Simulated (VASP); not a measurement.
Consider the following.

```
Nb3Sn
1.0
    5.25540     0.00000     0.00000
    0.00000     5.25540     0.00000
    0.00000     0.00000     5.25540
Nb Sn
6 2
Direct
  0.25000   0.00000   0.50000
  0.50000   0.25000   0.00000
  0.50000   0.75000   0.00000
  0.75000   0.00000   0.50000
  0.00000   0.50000   0.75000
  0.00000   0.50000   0.25000
  0.50000   0.50000   0.50000
  0.00000   0.00000   0.00000
```

Computed with PBEsol GGA, VASP's PBE PAW potentials (set 64) (plane waves; VASP 6.6.1). Settings: 500 eV cut-off, 6×6×6 Γ-centred mesh, first-order Methfessel-Paxton smearing of 0.10 eV, potentials Nb_sv Sn_d.

Energy and stress use the plane-wave basis of the starting cell.

Problem. The ions, cell shape and volume at an external pressure of 5.0 GPa are relaxed. Which structure does the run end with?

Solution. 
```
Nb3Sn
1.0
    5.20971     0.00000     0.00000
    0.00000     5.20971     0.00000
    0.00000     0.00000     5.20971
Nb Sn
6 2
Direct
  0.25000   0.00000   0.50000
  0.50000   0.25000   0.00000
  0.50000   0.75000   0.00000
  0.75000   0.00000   0.50000
  0.00000   0.50000   0.75000
  0.00000   0.50000   0.25000
  0.50000   0.50000   0.50000
  0.00000   0.00000   0.00000
```
Space group Pm-3n (223), at a tolerance of 0.03 Å.

Problem. How do energy and volume change from the first to the last step?

Solution. The energy (σ→0) changes by +7.0 meV/atom and the volume by -2.6 %, in 3 ionic steps.

The compound is Nb3Sn in the A15 structure. This run relaxes it under an external pressure of 5 GPa. Symmetry was kept, so distortions that lower it aren't found.
